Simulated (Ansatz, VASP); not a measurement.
Two plane-wave programs on CaC

Contents of INCAR:

```
ALGO     = Normal         # electronic algorithm
EDIFF    = 1E-6           # SCF threshold, eV
EDIFFG   = -0.01          # ionic threshold
ENCUT    = 600            # plane-wave cutoff, eV
GGA      = PE             # functional
IBRION   = 2              # ionic algorithm
ISIF     = 3              # what is computed and relaxed
ISMEAR   = 0              # smearing method
LASPH    = True           # aspherical terms in the spheres
LCHARG   = False          # write CHGCAR
LREAL    = False          # projectors in reciprocal space
LWAVE    = False          # write WAVECAR
NELM     = 100            # most SCF steps
NSW      = 100            # ionic steps
PREC     = Accurate       # precision mode
SIGMA    = 0.1            # smearing width, eV
```

KPOINTS

```
k-points
0
Gamma
  12 12 12
```

POSCAR

```
CaC
1.0
    4.2680389465      0.0000000000      0.0000000000
   -2.1340194733      3.6962301521      0.0000000000
    0.0000000000      0.0000000000      3.9807497870
Ca C
2 2
Direct
    0.3333333333      0.6666666667      0.2500000000
    0.6666666667      0.3333333333      0.7500000000
    0.0000000000      0.0000000000      0.2500000000
    0.0000000000      0.0000000000      0.7500000000
```

Input for Ansatz:

```yaml
crystal:
  lattice:
    - [4.2680389465, 0.0, 0.0]
    - [-2.1340194733, 3.6962301521, 0.0]
    - [0.0, 0.0, 3.980749787]
  atoms:
    - { symbol: Ca, position: [0.3333333333, 0.6666666667, 0.25] }
    - { symbol: Ca, position: [0.6666666667, 0.3333333333, 0.75] }
    - { symbol: C, position: [0.0, 0.0, 0.25] }
    - { symbol: C, position: [0.0, 0.0, 0.75] }
basis:
  ecutwfc: 420
kpoints:
  mp_grid: { grid: [12, 12, 12] }
hamiltonian:
  xc: pbe
scf:
  occupations: { method: gaussian, width: 0.1 }
output:
  forces: true
  stress: true
  eigenvalues: true
  write_density: true
  write_potential: true
  elf: true
  volumetric_format: npy
relax:
  adjacent_minimum: "off"
  f_tol: 0.01
  max_steps: 80
  cell: { stress_tol: 0.05 }
```

Alike in both runs: task relaxation of cell and atoms; functional PBE; k mesh 12 × 12 × 12; occupations gaussian, width 0.1 eV; no spin polarisation.

|  | VASP | Ansatz |
| --- | --- | --- |
| version | VASP 6.6.1 | Ansatz 0.2.0 |
| potentials or method | VASP PAW PBE potentials, release 64 (Ca_sv, C) | scalar-relativistic, plane waves, PAW |
| plane-wave cutoff (eV) | 600 | 420 |
| valence electrons in the cell | 28 | 28 |

|  | VASP | Ansatz | Ansatz less VASP |
| --- | --- | --- | --- |
| gap on the k mesh at the Fermi level, each at its own relaxed structure (eV) | none | none | - |
| relaxed volume (Å³/atom) | 14.93 | 14.87 | -0.051 |
| relaxed cell length with the largest relative difference (Å) | 4.300 | 4.293 | -0.0070 |
| energy change over the relaxation (meV/atom) | -32 | -32 | -0.2 |

A gap of «none» marks a metal or a gap that the smearing closes.
